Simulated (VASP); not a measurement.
Consider the following.

```
CaCo2Ge2
1.0
   -2.00458     2.00458     5.22806
    2.00458    -2.00458     5.22806
    2.00458     2.00458    -5.22806
Ca Co Ge
1 2 2
Direct
  0.00000   0.00000   0.00000
  0.25000   0.75000   0.50000
  0.75000   0.25000   0.50000
  0.36710   0.36710   0.00000
  0.63290   0.63290   0.00000
```

Level of theory: LDA (Ceperley-Alder, Perdew-Zunger), VASP's LDA PAW potentials (set 64) (plane waves; VASP). Numerical set-up: 300 eV cut-off, 7×7×7 Γ-centred mesh, Fermi-Dirac smearing of 0.050 eV, potentials Ca_sv Co Ge_d.

At this cut-off the stress carries a Pulay error, which pulls relaxed volumes low.

Question: Predict the energy per atom (σ→0), pressure, largest force, band gap (on the k-mesh) with the smallest direct gap where there is one.

Answer: 
| Item | Value |
|---|---|
| band gap (on the k-mesh) | none (metal, semimetal or under 0.01 eV) |
| energy per atom (σ→0) | -6.309 eV/atom |
| pressure | -114.2 kbar |
| largest force | 0.472 eV/Å |

The structure comes from a computed database's CaCo2Ge2 entry; how it stands against other phases isn't given here. The cell was not relaxed at this level. The k-mesh is coarse (spacing up to 0.32 per Å, 2π included), so the numbers may not be converged in it. The run is not spin-polarised, so no magnetic state was tried.
